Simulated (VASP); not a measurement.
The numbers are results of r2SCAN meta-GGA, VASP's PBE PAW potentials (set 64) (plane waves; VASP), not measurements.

The input files of a VASP run:

### KPOINTS_OPT
```
k-points along high-symmetry lines
10
Line-mode
Reciprocal
  0.000000   0.000000   0.000000 ! GAMMA
  0.000000   0.500000   0.000000 ! X

  0.000000   0.500000   0.000000 ! X
  0.500000   0.500000   0.000000 ! M

  0.500000   0.500000   0.000000 ! M
  0.000000   0.000000   0.000000 ! GAMMA

  0.000000   0.000000   0.000000 ! GAMMA
  0.500000   0.500000   0.500000 ! R

  0.500000   0.500000   0.500000 ! R
  0.000000   0.500000   0.000000 ! X

  0.500000   0.500000   0.500000 ! R
  0.500000   0.500000   0.000000 ! M
```

### POSCAR
```
CoGa
1
    2.8446078234     0.0000000000     0.0000000000
    0.0000000000     2.8446078234     0.0000000000
    0.0000000000     0.0000000000     2.8446078234
Ga Co
1 1
Direct
  0.5000000000   0.5000000000   0.5000000000
  0.0000000000   0.0000000000   0.0000000000
```

**INCAR**
```
# general
SYSTEM  = CoGa
PREC    = Accurate
ENCUT   = 520
LREAL   = F
LASPH   = T

# electronic loop
EDIFF   = 1E-7
NELM    = 100
ALGO    = Normal
LMAXMIX = 4
LMIXTAU = T

# smearing
ISMEAR  = -5

# functional
METAGGA = R2SCAN

# ions
ISIF    = 2

# output
LWAVE   = F
LCHARG  = F
LORBIT  = 11
NEDOS   = 601
```

**KPOINTS**
```
Automatic mesh
0
gamma
14 14 14
```

POTCAR, in this order: Ga_d Co (PBE.64 set). Program: vasp_std.

Task: What will the output report for the number of irreducible k-points (NKPTS), largest plane-wave count, number of space-group operations, FFT grid (NGX, NGY, NGZ)?

Result: 
number of irreducible k-points (NKPTS): 120
largest plane-wave count: 639
number of space-group operations: 48
FFT grid (NGX, NGY, NGZ): 24 × 24 × 24

The compound is CoGa in the CsCl type structure. It was relaxed first. The run is not spin-polarised, so no magnetic state was tried.
